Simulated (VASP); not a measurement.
Output of a VASP run:

OSZICAR:
```
       N       E                     dE             d eps       ncg     rms          rms(c)
DAV:   1     0.753501170610E+02    0.75350E+02   -0.63522E+03  5080   0.844E+02
DAV:   2    -0.149024666784E+02   -0.90253E+02   -0.88621E+02  5072   0.304E+02
DAV:   3    -0.201389823020E+02   -0.52365E+01   -0.49745E+01  7096   0.533E+01
DAV:   4    -0.202461673130E+02   -0.10719E+00   -0.10668E+00  6738   0.904E+00
DAV:   5    -0.202487531325E+02   -0.25858E-02   -0.25854E-02  7050   0.135E+00    0.871E+00
DAV:   6    -0.192962173850E+02    0.95254E+00   -0.49374E+00  8154   0.250E+01    0.310E+00
DAV:   7    -0.192465023062E+02    0.49715E-01   -0.96204E-02  6132   0.273E+00    0.180E+00
DAV:   8    -0.192225541823E+02    0.23948E-01   -0.38806E-02  7666   0.172E+00    0.236E-01
DAV:   9    -0.192222243130E+02    0.32987E-03   -0.28481E-03  6262   0.569E-01    0.100E-01
DAV:  10    -0.192221749038E+02    0.49409E-04   -0.18665E-04  7930   0.145E-01    0.659E-02
DAV:  11    -0.192221740606E+02    0.84326E-06   -0.41689E-05  6970   0.640E-02    0.331E-02
DAV:  12    -0.192221693443E+02    0.47163E-05   -0.36798E-05  8148   0.731E-02    0.617E-03
DAV:  13    -0.192221691154E+02    0.22887E-06   -0.15436E-06  4352   0.135E-02
   1 F= -.19222169E+02 E0= -.19217754E+02  d E =-.882997E-02
```

### OUTCAR
```
------------------------ aborting loop because EDIFF is reached ----------------------------------------
  FORCE on cell =-STRESS in cart. coord.  units (eV):
  Direction    XX          YY          ZZ          XY          YZ          ZX
  --------------------------------------------------------------------------------------
  Total        0.2001346      0.2823113      0.2048334     -0.1120185     -0.1067046      0.0189977
  in kB        4.6524454      6.5627723      4.7616756     -2.6040464     -2.4805168      0.4416311
  external PRESSURE =       5.3256311 kB  Pullay stress =       0.0000000 kB
  volume of cell :       68.92
      direct lattice vectors                 reciprocal lattice vectors
     4.100000000  0.000000000  0.000000000     0.243902439  0.000000000  0.000000000
     0.000000000  4.100000000  0.000000000     0.000000000  0.243902439  0.000000000
     0.000000000  0.000000000  4.100000000     0.000000000  0.000000000  0.243902439
 POSITION                                       TOTAL-FORCE (eV/Angst)
 -----------------------------------------------------------------------------------
      0.02974      4.07480      4.07278        -0.467232      0.136720      0.201325
      0.01590      1.99371      2.08663        -0.141638      0.368254     -0.264197
      2.00818      0.06026      1.99071         0.430737     -0.371263      0.358168
      2.04618      2.07124      0.04988         0.178132     -0.133711     -0.295297
 -----------------------------------------------------------------------------------
    total drift:                                0.000382     -0.000148     -0.000163
  FREE ENERGIE OF THE ION-ELECTRON SYSTEM (eV)
  ---------------------------------------------------
  free  energy   TOTEN  =       -19.2221691154 eV

  energy  without entropy=      -19.2133391424  energy(sigma->0) =      -19.21775413
```
(Selected blocks of OUTCAR.)

File POSCAR:
```
Al3Sc
1
    4.1000000000     0.0000000000     0.0000000000
    0.0000000000     4.1000000000     0.0000000000
    0.0000000000     0.0000000000     4.1000000000
Sc Al
1 3
Direct
  0.0072530000  -0.0061470000  -0.0066380000
  0.0038780000   0.4862700000   0.5089330000
  0.4898000000   0.0146970000   0.4855380000
  0.4990690000   0.5051800000   0.0121670000
```

### Question
Reconstruct the remaining input files.

### Answer
This is not unique; one that fits is the input of the run itself, PBE GGA, plane waves, VASP's PBE PAW potentials (set 64).

**INCAR**
```
ALGO = Normal   # blocked Davidson
ISIF = 2
GGA = PE   # PBE
ENCUT = 300   # plane-wave cut-off (eV)
ISMEAR = 0   # Gaussian
LWAVE = .FALSE.
LASPH = .TRUE.
SIGMA = 0.1
SYSTEM = Al3Sc
PREC = Accurate
LREAL = .FALSE.   # projection in real space or not
EDIFF = 1E-6
NELM = 100   # most electronic steps
LCHARG = .FALSE.
LMAXMIX = 4   # l cut-off of mixed one-centre charges
```

KPOINTS:
```
Automatic mesh
0
Gamma
7 7 7
0 0 0
```

POTCAR, in this order: Sc_sv Al (PBE.64 set). Program: vasp_std.

At this cut-off the stress carries a Pulay error, which pulls relaxed volumes low.

The structure is a typed Al3Sc crystal. The cell was not relaxed at this level, atoms are displaced from their ideal sites. The run is one of a series of settings (KPOINTS 7×7×7 Γ-centred mesh against the base run), some of them coarse on purpose.
